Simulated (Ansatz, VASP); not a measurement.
## Ga4RuPt in VASP and in Ansatz

```
Ga Ru Pt
1.0
     5.44639    0.00000    0.00000
     0.00000    5.44639    0.00000
     0.00000    0.00000    5.44639
Ga Ru Pt
4 1 1
Direct
  0.25238 0.25238 0.74762
  0.25238 0.74762 0.25238
  0.74762 0.25238 0.25238
  0.74762 0.74762 0.74762
  0.50000 0.50000 0.50000
  0.00000 0.00000 0.00000
```

Change from the starting cell: species swapped into the H4BrN type (P-43m, No. 215).

Alike in both runs: functional PBE; k mesh 4 × 4 × 4; occupations gaussian, width 0.1 eV; no spin polarisation.

Ansatz relaxed the structure, and its values are those at the end. VASP's run is a single point on that final structure, the one shown.

|  | VASP | Ansatz |
| --- | --- | --- |
| version | VASP 6.6.1 | Ansatz 0.2.0 |
| potentials or method | VASP PAW PBE potentials, release 64 (Ga_d, Ru_pv, Pt) | scalar-relativistic, plane waves, PAW |
| plane-wave cutoff (eV) | 520 | 420 |
| valence electrons in the cell | 76 | 86 |

|  | VASP | Ansatz | Ansatz less VASP |
| --- | --- | --- | --- |
| gap on the k mesh at the Fermi level (eV) | none | none | - |
| pressure (GPa) | 0.4 | 0.3 | -0.15 |
| rms of the force components (eV/Å) | 0.009 | 0.001 | -0.0078 |

A gap of «none» marks a metal or a gap that the smearing closes. The two sets of potentials don't hold the same shells in valence.

The runs have no spin-orbit coupling, so splittings on Pt are missing.
